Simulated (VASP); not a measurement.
Computed with MS2 meta-GGA, VASP's PBE PAW potentials (set 64) (plane waves; VASP).

The input files of a VASP run:

KPOINTS:
```
Automatic mesh
0
Gamma
7 7 7
0 0 0
```

### POSCAR
```
NaI
3.2465130
  0.0000000000   1.0000000742   1.0000000742
  1.0000000742   0.0000000000   1.0000000742
  1.0000000742   1.0000000742   0.0000000000
Na I
1 1
Direct
  0.0000000000   0.0000000000   0.0000000000
  0.5000000000   0.5000000000   0.5000000000
```

### INCAR
```
# general
SYSTEM =NaI
PREC   =Accurate
ENCUT  =520
LREAL  =.FALSE.   # projection in real space or not
LASPH  =.TRUE.   # aspherical one-centre terms

# electronic loop
EDIFF  =1E-7
NELM   =100
ALGO   =Normal   # blocked Davidson
LMAXMIX=4   # l cut-off of mixed one-centre charges
LMIXTAU=.TRUE.

# smearing
ISMEAR =0
SIGMA  =0.05

# functional
METAGGA=MS2

# ions
ISIF   =2   # forces and stress, cell fixed

# output
LWAVE  =.FALSE.
LCHARG =.FALSE.
```

POTCAR, in this order: Na_pv I (PBE.64 set). Program: vasp_std.

Output of the run:

**OSZICAR**
```
       N       E                     dE             d eps       ncg     rms          rms(c)
DAV:   1     0.715353340172E+02    0.71535E+02   -0.66661E+03   440   0.110E+03
DAV:   2    -0.872517249694E+00   -0.72408E+02   -0.67484E+02   490   0.227E+02
DAV:   3    -0.696473516257E+01   -0.60922E+01   -0.60547E+01   524   0.676E+01
DAV:   4    -0.712843952666E+01   -0.16370E+00   -0.16359E+00   511   0.117E+01
DAV:   5    -0.713307273074E+01   -0.46332E-02   -0.46331E-02   533   0.205E+00    0.426E+00
DAV:   6    -0.461365114288E+01    0.25194E+01   -0.10855E+00   446   0.150E+01    0.156E+00
DAV:   7    -0.437117838053E+01    0.24247E+00   -0.12789E+00   440   0.147E+01    0.127E+00
DAV:   8    -0.438520204625E+01   -0.14024E-01   -0.58489E-01   440   0.957E+00    0.341E-01
DAV:   9    -0.407334323279E+01    0.31186E+00   -0.17030E-01   446   0.653E+00    0.174E-01
DAV:  10    -0.407870550368E+01   -0.53623E-02   -0.18722E-02   443   0.186E+00    0.188E-01
DAV:  11    -0.407563492708E+01    0.30706E-02   -0.25289E-02   440   0.205E+00    0.865E-02
DAV:  12    -0.408555765220E+01   -0.99227E-02   -0.13312E-02   440   0.153E+00    0.139E-02
DAV:  13    -0.408607284158E+01   -0.51519E-03   -0.80745E-04   497   0.313E-01    0.116E-02
DAV:  14    -0.408599330260E+01    0.79539E-04   -0.72780E-05   464   0.154E-01    0.104E-02
DAV:  15    -0.408630295311E+01   -0.30965E-03   -0.34464E-04   446   0.239E-01    0.285E-03
DAV:  16    -0.408630122341E+01    0.17297E-05   -0.52796E-06   533   0.372E-02    0.222E-03
DAV:  17    -0.408629610728E+01    0.51161E-05   -0.22229E-06   455   0.233E-02    0.102E-03
DAV:  18    -0.408629691885E+01   -0.81157E-06   -0.29144E-06   455   0.262E-02    0.524E-04
DAV:  19    -0.408629751716E+01   -0.59831E-06   -0.95825E-07   449   0.150E-02    0.270E-04
DAV:  20    -0.408629750227E+01    0.14892E-07   -0.56122E-08   476   0.361E-03
   1 F= -.40862975E+01 E0= -.40862975E+01  d E =-.146253E-20
```

**OUTCAR**
```
------------------------ aborting loop because EDIFF is reached ----------------------------------------
  FORCE on cell =-STRESS in cart. coord.  units (eV):
  Direction    XX          YY          ZZ          XY          YZ          ZX
  --------------------------------------------------------------------------------------
  Total       -0.2272471     -0.2272471     -0.2272471     -0.0000000     -0.0000000      0.0000000
  in kB       -5.3201942     -5.3201942     -5.3201942     -0.0000000     -0.0000000      0.0000000
  external PRESSURE =      -5.3201942 kB  Pullay stress =       0.0000000 kB
  volume of cell :       68.44
      direct lattice vectors                 reciprocal lattice vectors
     0.000000000  3.246513241  3.246513241    -0.154011385  0.154011385  0.154011385
     3.246513241  0.000000000  3.246513241     0.154011385 -0.154011385  0.154011385
     3.246513241  3.246513241  0.000000000     0.154011385  0.154011385 -0.154011385
  FREE ENERGIE OF THE ION-ELECTRON SYSTEM (eV)
  ---------------------------------------------------
  free  energy   TOTEN  =        -4.0862975023 eV

  energy  without entropy=       -4.0862975023  energy(sigma->0) =       -4.08629750
```
(Selected blocks of OUTCAR.)

The compound is NaI in the rock salt structure. This cell is one point of a volume scan, at 1.03 of the reference volume.
